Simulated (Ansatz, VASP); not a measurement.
# Cross-check of In2S between VASP and Ansatz, part 2 of 2

Aim: how closely do two programs agree when they are given the same cell, functional and k mesh? The cell is generated by rule, not measured, and may not be a known phase. The cell is taken from a series of runs on this material, whose earlier steps may have relaxed, scaled, displaced or heated it; both programs get it as it stands.

VASP 6.6.1 and Ansatz 0.2.0.

So far: Set-up; VASP: zone-centre phonons, PBEsol.

### 2. VASP: zone-centre phonons, PBEsol (continued)

Level of this step: PBEsol; plane waves and PAW (S, In_d); invented cell (VASP).

Numbers of over 12 decimals in the logs are rounded to 6 here.

From OUTCAR (step 2):

```text
ion  position               nearest neighbor table
   1  0.500  0.500  0.102-   4 2.79   6 2.79   4 2.79   6 2.79   5 2.89   3 2.89
   2  0.000  0.000  0.898-   3 2.79   5 2.79   3 2.79   5 2.79   4 2.89   6 2.89
   3  0.500  0.264  0.716-   2 2.79   2 2.79   1 2.89   5 3.18   6 3.26   6 3.26   5 3.57   6 4.00
                             6 4.00
   4  0.000  0.764  0.284-   1 2.79   1 2.79   2 2.89   6 3.18   5 3.26   5 3.26   6 3.57   5 4.00
                             5 4.00
   5  0.500  0.736  0.716-   2 2.79   2 2.79   1 2.89   3 3.18   4 3.26   4 3.26   3 3.57   4 4.00
                             4 4.00
   6  0.000  0.236  0.284-   1 2.79   1 2.79   2 2.89   4 3.18   3 3.26   3 3.26   4 3.57   3 4.00
                             3 4.00

  LATTYP: Found a simple orthorhombic cell.
 ALAT       =     3.6521134399
 B/A-ratio  =     1.7093678919
 C/A-ratio  =     1.8482136816

 Subroutine GETGRP returns: Found  8 space group operations
 (whereof  4 operations were pure point group operations)

The static configuration has the point symmetry C_2v.
 The point group associated with its full space group is D_2h.

 Found     80 irreducible k-points:

   k-points           NKPTS =     80   k-points in BZ     NKDIM =     80   number of bands    NBANDS=     39

   dimension x,y,z NGX =    28 NGY =   50 NGZ =   48
   dimension x,y,z NGXF=    56 NGYF=  100 NGZF=   96

   ENCUT  =  500.0 eV  36.75 Ry    6.06 a.u.   6.66 12.31 11.38*2*pi/ulx,y,z

   NELECT =      64.0000    total number of electrons

 k-points in reciprocal lattice and weights: Automatic mesh
   0.00000000  0.00000000  0.00000000       0.003
   0.12500000  0.00000000  0.00000000       0.007
   0.25000000  0.00000000  0.00000000       0.007
   0.37500000  0.00000000  0.00000000       0.007
   0.50000000  0.00000000  0.00000000       0.003
   0.00000000  0.16666667  0.00000000       0.007
   0.12500000  0.16666667  0.00000000       0.014
   0.25000000  0.16666667  0.00000000       0.014
   0.37500000  0.16666667  0.00000000       0.014
[...]
-----------------------------------------------------------------------------------
    total drift:                                0.000000      0.000000      0.000000

 Eigenvectors and eigenvalues of the dynamical matrix
 ----------------------------------------------------

   1 f  =    5.291220 THz    33.245718 2PiTHz  176.496113 cm-1    21.882719 meV
             X         Y         Z           dx          dy          dz
      1.826057  3.374943  0.639227     0.000000   -0.682531   -0.000000
      0.000000  0.000000  5.603579     0.000000    0.682531    0.000000
      1.826057  1.782938  4.468317     0.000000   -0.041641    0.123861
      0.000000  5.157881  1.774488    -0.000000    0.041641    0.123861
      1.826057  4.966948  4.468317     0.000000   -0.041641   -0.123861
      0.000000  1.592005  1.774488    -0.000000    0.041641   -0.123861

   2 f  =    5.211217 THz    32.743044 2PiTHz  173.827496 cm-1    21.551853 meV
             X         Y         Z           dx          dy          dz
      1.826057  3.374943  0.639227    -0.000000    0.000000   -0.643292
      0.000000  0.000000  5.603579     0.000000   -0.000000    0.643292
      1.826057  1.782938  4.468317    -0.000000    0.192895   -0.076674
      0.000000  5.157881  1.774488     0.000000    0.192895    0.076674
      1.826057  4.966948  4.468317     0.000000   -0.192895   -0.076674
      0.000000  1.592005  1.774488     0.000000   -0.192895    0.076674

   3 f  =    4.514972 THz    28.368408 2PiTHz  150.603266 cm-1    18.672417 meV
             X         Y         Z           dx          dy          dz
      1.826057  3.374943  0.639227     0.674939    0.000000   -0.000000
      0.000000  0.000000  5.603579    -0.674939   -0.000000    0.000000
      1.826057  1.782938  4.468317     0.149093    0.000000   -0.000000
      0.000000  5.157881  1.774488    -0.149093    0.000000   -0.000000
      1.826057  4.966948  4.468317     0.149093   -0.000000   -0.000000
      0.000000  1.592005  1.774488    -0.149093    0.000000    0.000000

   4 f  =    4.179899 THz    26.263079 2PiTHz  139.426416 cm-1    17.286665 meV
             X         Y         Z           dx          dy          dz
      1.826057  3.374943  0.639227     0.662256    0.000000    0.000000
      0.000000  0.000000  5.603579     0.662256   -0.000000   -0.000000
      1.826057  1.782938  4.468317    -0.175238    0.000000   -0.000000
      0.000000  5.157881  1.774488    -0.175238   -0.000000   -0.000000
      1.826057  4.966948  4.468317    -0.175238   -0.000000    0.000000
      0.000000  1.592005  1.774488    -0.175238    0.000000    0.000000

   5 f  =    4.056113 THz    25.485308 2PiTHz  135.297356 cm-1    16.774727 meV
             X         Y         Z           dx          dy          dz
      1.826057  3.374943  0.639227    -0.000000    0.000000    0.465552
      0.000000  0.000000  5.603579     0.000000    0.000000    0.465552
      1.826057  1.782938  4.468317     0.000000    0.355808   -0.122604
      0.000000  5.157881  1.774488     0.000000   -0.355808   -0.122604
      1.826057  4.966948  4.468317     0.000000   -0.355808   -0.122604
      0.000000  1.592005  1.774488    -0.000000    0.355808   -0.122604

   6 f  =    3.618950 THz    22.738530 2PiTHz  120.715162 cm-1    14.966766 meV
             X         Y         Z           dx          dy          dz
      1.826057  3.374943  0.639227     0.000000    0.000000    0.471272
      0.000000  0.000000  5.603579    -0.000000   -0.000000    0.471272
      1.826057  1.782938  4.468317    -0.000000   -0.351285   -0.124702
      0.000000  5.157881  1.774488     0.000000    0.351285   -0.124702
      1.826057  4.966948  4.468317    -0.000000    0.351285   -0.124702
      0.000000  1.592005  1.774488     0.000000   -0.351285   -0.124702

   7 f  =    3.491216 THz    21.935956 2PiTHz  116.454424 cm-1    14.438502 meV
             X         Y         Z           dx          dy          dz
      1.826057  3.374943  0.639227     0.000000    0.000000   -0.195655
      0.000000  0.000000  5.603579    -0.000000   -0.000000    0.195655
      1.826057  1.782938  4.468317    -0.000000   -0.144047    0.458378
      0.000000  5.157881  1.774488    -0.000000   -0.144047   -0.458378
      1.826057  4.966948  4.468317    -0.000000    0.144047    0.458378
      0.000000  1.592005  1.774488     0.000000    0.144047   -0.458378

   8 f  =    3.094194 THz    19.441395 2PiTHz  103.211207 cm-1    12.796553 meV
             X         Y         Z           dx          dy          dz
      1.826057  3.374943  0.639227    -0.000000   -0.655260    0.000000
      0.000000  0.000000  5.603579     0.000000   -0.655260   -0.000000
      1.826057  1.782938  4.468317     0.000000    0.174548   -0.069642
      0.000000  5.157881  1.774488     0.000000    0.174548    0.069642
      1.826057  4.966948  4.468317    -0.000000    0.174548    0.069642
      0.000000  1.592005  1.774488    -0.000000    0.174548   -0.069642

   9 f  =    2.731599 THz    17.163141 2PiTHz   91.116325 cm-1    11.296979 meV
             X         Y         Z           dx          dy          dz
      1.826057  3.374943  0.639227     0.000000    0.166475   -0.000000
      0.000000  0.000000  5.603579     0.000000   -0.166475    0.000000
      1.826057  1.782938  4.468317    -0.000000    0.067217    0.481274
      0.000000  5.157881  1.774488    -0.000000   -0.067217    0.481274
      1.826057  4.966948  4.468317     0.000000    0.067217   -0.481274
      0.000000  1.592005  1.774488     0.000000   -0.067217   -0.481274

  10 f  =    2.659400 THz    16.709500 2PiTHz   88.708019 cm-1    10.998388 meV
             X         Y         Z           dx          dy          dz
      1.826057  3.374943  0.639227     0.000000    0.000000    0.218847
      0.000000  0.000000  5.603579     0.000000    0.000000   -0.218847
      1.826057  1.782938  4.468317    -0.000000    0.438226    0.184421
      0.000000  5.157881  1.774488    -0.000000    0.438226   -0.184421
      1.826057  4.966948  4.468317     0.000000   -0.438226    0.184421
      0.000000  1.592005  1.774488     0.000000   -0.438226   -0.184421

  11 f  =    2.057404 THz    12.927051 2PiTHz   68.627612 cm-1     8.508736 meV
             X         Y         Z           dx          dy          dz
      1.826057  3.374943  0.639227    -0.000000   -0.000000   -0.000000
      0.000000  0.000000  5.603579    -0.000000   -0.000000    0.000000
      1.826057  1.782938  4.468317    -0.500000   -0.000000    0.000000
      0.000000  5.157881  1.774488    -0.500000   -0.000000   -0.000000
      1.826057  4.966948  4.468317     0.500000    0.000000    0.000000
      0.000000  1.592005  1.774488     0.500000    0.000000    0.000000

  12 f  =    1.480011 THz     9.299184 2PiTHz   49.367858 cm-1     6.120832 meV
             X         Y         Z           dx          dy          dz
      1.826057  3.374943  0.639227     0.210849   -0.000000    0.000000
      0.000000  0.000000  5.603579    -0.210849   -0.000000    0.000000
      1.826057  1.782938  4.468317    -0.477254   -0.000000    0.000000
      0.000000  5.157881  1.774488     0.477254    0.000000    0.000000
      1.826057  4.966948  4.468317    -0.477254   -0.000000    0.000000
      0.000000  1.592005  1.774488     0.477254    0.000000    0.000000

  13 f  =    1.333894 THz     8.381104 2PiTHz   44.493916 cm-1     5.516540 meV
             X         Y         Z           dx          dy          dz
      1.826057  3.374943  0.639227     0.000000    0.000000    0.000000
      0.000000  0.000000  5.603579    -0.000000   -0.000000    0.000000
      1.826057  1.782938  4.468317     0.500000   -0.000000    0.000000
      0.000000  5.157881  1.774488    -0.500000    0.000000    0.000000
      1.826057  4.966948  4.468317    -0.500000   -0.000000    0.000000
      0.000000  1.592005  1.774488     0.500000    0.000000    0.000000
    [... 43 further lines ...]
      1.826057  4.966948  4.468317    -0.000000   -0.466635   -0.018744
      0.000000  1.592005  1.774488    -0.000000   -0.466635    0.018744

 ELASTIC MODULI CONTR FROM IONIC RELAXATION (kBar)
 Direction    XX          YY          ZZ          XY          YZ          ZX
 --------------------------------------------------------------------------------
 XX         -68.4972    -89.1337    -62.6146     -0.0000     -0.0000      0.0000
 YY         -89.1337   -191.5766   -113.8398     -0.0000      0.0000     -0.0000
 ZZ         -62.6146   -113.8398   -156.9803     -0.0000     -0.0000      0.0000
 XY          -0.0000     -0.0000     -0.0000    -36.3576     -0.0000      0.0000
 YZ          -0.0000      0.0000     -0.0000     -0.0000    -54.1442      0.0000
 ZX           0.0000     -0.0000      0.0000      0.0000      0.0000    -86.4849
 --------------------------------------------------------------------------------
```

### 3. Ansatz: zone-centre phonons, PBEsol

Ansatz runs on its default PAW (the set named soft_2) files.

The same cell, functional, mesh and smearing now go to Ansatz, which takes its cutoff from its data sets.

File input.yaml:

```yaml
crystal:
  lattice:
    - [3.6521134399, 0.0, 0.0]
    - [0.0, 6.7498860263, 0.0]
    - [0.0, 0.0, 6.2428054517]
  atoms:
    - { symbol: S, position: [0.5, 0.5, 0.1023941233] }
    - { symbol: S, position: [0.0, 0.0, 0.8976058767] }
    - { symbol: In, position: [0.5, 0.2641433758, 0.7157547103] }
    - { symbol: In, position: [0.0, 0.7641433758, 0.2842452897] }
    - { symbol: In, position: [0.5, 0.7358566242, 0.7157547103] }
    - { symbol: In, position: [0.0, 0.2358566242, 0.2842452897] }
kpoints:
  mp_grid: { grid: [8, 6, 6] }
hamiltonian:
  xc: pbesol
scf:
  occupations: { method: methfessel_paxton, width: 0.15 }
output:
  eigenvalues: true
phonons:
  method: dfpt
```

Started as:

```console
> ansatz run input.yaml --threads 4 --pin off --max-ram 7168MiB --backend cpu --events-out ev --progress --plain --runs-dir out
```

The program printed:

```text
zone centre: on kpoints.mp_grid the ground state, and the responses unless they are solved on pairs of k-points, stand on 100 of the mesh's 288 k-points, reduced under 2 symmetry operations, with k and −k counted as one. Each operation leaves every solved displacement unchanged or reverses it
Engine: ansatz 0.2.0, x86_64-unknown-linux-gnu
Pseudopotentials: kind: paw
Pseudopotential: S, paw, valence charge 6, recommended cutoff 420 eV (normal), S.paw.azcp
Pseudopotential: In, paw, valence charge 13, recommended cutoff 420 eV (normal), In.paw.azcp
Functional definition: PBEsol
  exchange = pbesol_x
  correlation = pbesol_c
Crystal: 6 atoms, lattice volume = 153.894 Å³
Basis set: ecut = 420 eV, 2999 PW (Γ), exchange–correlation on 60×96×90 points (8 copies of the dense FFT grid, shifted against one another)
Bands: 39, of which v1, the nominal top of the filled ones, is band 32 counted from 1 (31 counted from 0)
Symmetry: 8 space group operations
k-points: 100 of 288 (irreducible under 2 space group operations, time reversal used)
Non-local potential: S, projectors of the file, l = 0: 2, l = 1: 2, l = 2: 2
Non-local potential: In, projectors of the file, l = 0: 2, l = 1: 2, l = 2: 2, l = 3: 2
PAW form: soft (Blöchl's): semilocal exchange-correlation on the pseudo side does not see the compensation charge
PAW frozen core: S, regenerated for the run's functional, and the local potential with it (the file was generated under x = pbe(κ = 0.804, μ = 0.219515), c = pbe(β = 0.066725))
PAW frozen core: In, regenerated for the run's functional, and the local potential with it (the file was generated under x = pbe(κ = 0.804, μ = 0.219515), c = pbe(β = 0.066725))
PAW one-centre angular grid: S, 110 points (default); XC on 64 Gauss nodes
PAW one-centre angular grid: In, 590 points (default); XC on 64 Gauss nodes
Initial density: superposition of atomic densities (neutral atoms: chi_scale 0, normalization atom), corrected by the library's trained network
Initial wavefunctions: pseudopotential atomic-orbital guess
Functional: x = pbesol(κ = 0.804, μ = 0.123457), c = pbesol(β = 0.046)
SCF iter   1: F=—  HF=-23872.835111 eV  |F-HF|=—  |Δ(HF+E_count)|=         —  Δρ=4.02e-3  dr2=3.09e-2  ethr=1.77e-3  ⟨swp⟩=6.8  Hψ=16166  notcnv=0
preconditioner: auto → Kerker (q_TF=auto, 2.357 Å⁻¹)  [metal: Δε(μ)=0.016 eV  Ē_g=13.495 eV  σ=0.150 eV  W_gap=0.09  n_scr=38 (ndim 8)  ℏωp=23.9 eV  f_vac=0.000  D(μ)=1.15/eV (n_scr^D=4)]
SCF iter   2: F=—  HF=-23872.826227 eV  |F-HF|=—  |Δ(HF+E_count)|=   8.88e-3  S|Δr|=    0.00e0  Δρ=1.91e-3  dr2=7.90e-3  ethr=4.83e-5  ⟨swp⟩=1.7  Hψ=6503  notcnv=0
SCF iter   3: F=—  HF=-23872.824553 eV  |F-HF|=—  |Δ(HF+E_count)|=   1.67e-3  S|Δr|=    0.00e0  Δρ=4.61e-4  dr2=9.27e-4  ethr=1.23e-5  ⟨swp⟩=3.0  Hψ=7016  notcnv=0
SCF iter   4: F=—  HF=-23872.824479 eV  |F-HF|=—  |Δ(HF+E_count)|=   7.42e-5  S|Δr|=    0.00e0  Δρ=2.08e-4  dr2=1.71e-4  ethr=1.45e-6  ⟨swp⟩=2.9  Hψ=6806  notcnv=0
SCF iter   5: F=—  HF=-23872.824446 eV  |F-HF|=—  |Δ(HF+E_count)|=   3.25e-5  S|Δr|=    0.00e0  Δρ=7.83e-5  dr2=3.13e-5  ethr=2.67e-7  ⟨swp⟩=2.9  Hψ=6954  notcnv=0
SCF iter   6: F=—  HF=-23872.824445 eV  |F-HF|=—  |Δ(HF+E_count)|=   1.22e-6  S|Δr|=    0.00e0  Δρ=2.33e-5  dr2=1.22e-6  ethr=4.89e-8  ⟨swp⟩=2.0  Hψ=4511  notcnv=0
SCF iter   7: F=—  HF=-23872.824444 eV  |F-HF|=—  |Δ(HF+E_count)|=   9.98e-7  S|Δr|=    0.00e0  Δρ=5.34e-6  dr2=7.18e-8  ethr=1.90e-9  ⟨swp⟩=2.0  Hψ=4733  notcnv=0
SCF iter   8: F=—  HF=-23872.824444 eV  |F-HF|=—  |Δ(HF+E_count)|=   2.30e-8  S|Δr|=    0.00e0  Δρ=1.45e-6  dr2=5.78e-9  ethr=1.12e-10  ⟨swp⟩=2.0  Hψ=4742  notcnv=0
SCF iter   9: F=—  HF=-23872.824444 eV  |F-HF|=—  |Δ(HF+E_count)|=  2.55e-10  S|Δr|=    0.00e0  Δρ=5.01e-7  dr2=6.88e-10  ethr=9.04e-12  ⟨swp⟩=3.0  Hψ=7213  notcnv=0
SCF iter  10: F=—  HF=-23872.824444 eV  |F-HF|=—  |Δ(HF+E_count)|=  1.35e-10  S|Δr|=    0.00e0  Δρ=1.56e-7  dr2=6.66e-11  ethr=1.08e-12  ⟨swp⟩=2.0  Hψ=6695  notcnv=0
SCF iter  11: F=-23872.824444 eV  HF=-23872.824444 eV  |F-HF|=0.00e0  |Δ(HF+E_count)|=  7.28e-12  S|Δr|=    0.00e0  Δρ=6.30e-8  dr2=8.45e-12  ethr=1.00e-12  ⟨swp⟩=10.3  Hψ=19708  notcnv=0
SCF 1 converged in 11 iterations: F = -23872.824444 eV  dr2 = 8.45e-12
  greatest PAW one-centre occupation: 0.983 electrons in one spin orbital (limit 2), on the In atom at site 4 (counted from 0), in its partial waves of l = 2
DFPT response loops at Γ: preconditioner auto → Kerker (q_TF=auto, 2.357 Å⁻¹) (partly filled bands, converged f_vac=0.000); β = 1.00, the filter's whole step (`scf.mixing.beta` (0.50) is not read by the response loops under this deck's `scf.mixing.preconditioner`; to damp them name `kerker` or `kerker_dos`, under which they read `scf.mixing.beta`, and type it under 1.00, their step now; both keys bind the ground state too); Broyden in place of MSR1
SCF converged after 11 iterations
Stability not checked: this state was not tested for a lower state beside it, because cold or Methfessel-Paxton smearing, or corrected tetrahedra, fill the levels in a way that the test cannot read (fill_not_monotonic; see scf.lower_state_search)
Free energy (F): -23872.824444 eV
Harris-Foulkes:  -23872.824444 eV  (|F-HF|=0.00e0)
Internal energy: -23872.826631 eV  (E = F + TS)
E sigma→0 (E₀):  -23872.824991 eV
Entropy (-TS):   0.002187 eV (0.364 meV/atom)
Fermi energy:    8.333556 eV
--- Per-component energies (eV) ---
  E_band       = -170.241903
  E_kinetic    = 1176.561944
  E_local      = -4984.573640  (includes V_loc(G=0)·N_el)
  E_nonlocal   = 1528.563183
  E_hartree    = 1942.763938
  E_xc         = -1048.126557
  E_vxc        = -575.668334  (∫ρ·V_xc dr)
  E_paw        = -17491.846555  (= ΣΔE_a)
  E_vpaw       = -1200.653046  (= ΣTr[D̂ρ^β])
  E_aug_tail   = 0.000104  (compensation charges beyond the density's cutoff)
  E_ewald      = -4997.236557
  E_core_change = 1.067509  (= ΣΔE_core)
  E_smearing   = 0.002187  (= −TS)
  E_closure    = -0.000000  (closes the sum)
  Σ components = -23872.824444   (vs F -23872.824444, Δ=0.00e0)
--- Band table (eV; the first three rows and the last of 100) ---
  k-point 0: bands = [... 28 lower, 6.0180, 6.3881, 6.6554, 7.8393, 9.5254, 9.6225, 11.5180, 12.5953, ... 3 higher]
  k-point 1: bands = [... 28 lower, 6.0769, 6.6439, 6.7222, 8.1764, 8.6652, 10.2420, 11.1577, 12.4405, ... 3 higher]
  k-point 2: bands = [... 28 lower, 6.4444, 6.6174, 6.9599, 8.1347, 9.1917, 10.1151, 10.8170, 12.0207, ... 3 higher]
  k-point 99: bands = [... 28 lower, 6.7555, 6.7555, 6.9028, 6.9028, 8.5059, 8.5059, 10.9835, 10.9835, ... 3 higher]
--- Phonons (Γ-DFPT): 6 representative perturbations + reference, on 100 of 288 k-points (Σ response iterations 18) ---
  k mesh reduced under 2 symmetry operations, with k and −k counted as one. Each operation leaves every solved displacement unchanged or reverses it
  ASR residual: 2.935e-5 → 0.000e0 eV/Å²; symmetrization residual: 7.713e-6 eV/Å²
  ASR residual per site (eV/Å²): 2.94e-5 2.94e-5 2.17e-5 2.17e-5 2.17e-5 2.17e-5
  Γ frequencies (cm⁻¹): 0.00 0.00 0.00 21.06 32.28 43.85 48.67 67.73 88.46 90.71 102.57 116.31 119.57 134.45 138.94 149.66 173.57 176.20
  non-analytic LO–TO correction: not included (Born effective charges unavailable; polar crystals: no LO–TO splitting at Γ)
```

Reading the cycles: dr2 is the Hartree energy of the density residual (eV), the measure of convergence; HF is the Harris–Foulkes estimate of the energy, which meets the free energy F at convergence.

### 4. Comparison

Known differences besides the potentials themselves: the cutoff is 420 eV in Ansatz and 500 eV in VASP; Ansatz makes its cores anew for this functional, VASP keeps those of its PBE data sets. Total energies have different zeros and are not compared.

Both answers:

```csv
quantity,Ansatz,VASP,difference
optical mode 1 (cm⁻¹),21.1,22.1,-1.0
optical mode 2 (cm⁻¹),32.3,33.7,-1.4
optical mode 3 (cm⁻¹),43.9,44.5,-0.6
optical mode 4 (cm⁻¹),48.7,49.4,-0.7
optical mode 5 (cm⁻¹),67.7,68.6,-1.31 %
optical mode 6 (cm⁻¹),88.5,88.7,-0.28 %
optical mode 7 (cm⁻¹),90.7,91.1,-0.45 %
optical mode 8 (cm⁻¹),102.6,103.2,-0.62 %
optical mode 9 (cm⁻¹),116.3,116.5,-0.12 %
optical mode 10 (cm⁻¹),119.6,120.7,-0.95 %
optical mode 11 (cm⁻¹),134.4,135.3,-0.63 %
optical mode 12 (cm⁻¹),138.9,139.4,-0.35 %
optical mode 13 (cm⁻¹),149.7,150.6,-0.63 %
optical mode 14 (cm⁻¹),173.6,173.8,-0.15 %
optical mode 15 (cm⁻¹),176.2,176.5,-0.17 %
```

Modes are paired by rising frequency, not by their patterns, so a pair may set unlike modes beside each other; they are those without the splitting of longitudinal modes.

### 5. What came out

```
r.m.s. difference of the optical zone-centre modes, each program's sorted by frequency (zone-centre phonons, PBEsol) : 0.76 cm⁻¹
difference in optical mode 5 (zone-centre phonons, PBEsol)                                                           : -1.3 %
```

**Reading.** The r.m.s. difference of the optical zone-centre modes, each program's sorted by frequency is 0.76 cm⁻¹ (zone-centre phonons, PBEsol). Among the rows given in per cent, the largest difference of the zone-centre phonons, PBEsol pair is in optical mode 5, -1.3 %. Such differences can come from data sets, numerical settings and the points named under the comparisons, not from the functional's error against experiment.

[Lines on the potential files, build, host, timing and source positions are cut from VASP's logs without a mark.]

[Logs are printed without paths, hosts, clocks, repeated set-up lines and the standing remarks that a program may print on its own settings, such as how far it seeks lower states.]

[Hosts, paths, dates, database ids (printed as entryN), source tags and the programs' standing remarks are cut or masked in the printed files.]
